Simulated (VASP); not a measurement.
```
CELL_PARAMETERS angstrom
      1.79261    -3.10490     0.00000
      1.79261     3.10490     0.00000
      0.00000     0.00000     4.87310
ATOMIC_POSITIONS crystal
  Pt 0.00000 0.00000 0.00000
  S  0.33333 0.66667 0.25069
  S  0.66667 0.33333 0.74931
```

Method: optB86b-vdW, VASP's PBE PAW potentials (set 64) (plane waves; VASP 6.6.1). Numerical set-up: 520 eV cut-off, 8×8×5 Γ-centred mesh, tetrahedra with Blöchl corrections, potentials Pt S.

The cores are frozen, which limits the accuracy of field gradients.

### Question
Give the principal components of the electric field gradient (V/Å²) and the asymmetry η at each nucleus.

### Answer

```json
[
 {"atom": "Pt1", "Vxx": "-70.7", "Vyy": "-70.7", "Vzz": "141.4", "η": "0.00"},
 {"atom": "S2", "Vxx": "24.1", "Vyy": "24.1", "Vzz": "-48.2", "η": "0.00"},
 {"atom": "S3", "Vxx": "24.1", "Vyy": "24.1", "Vzz": "-48.2", "η": "0.00"}
]
```

The compound is PtS2 in the 1T layered structure. It was relaxed first.
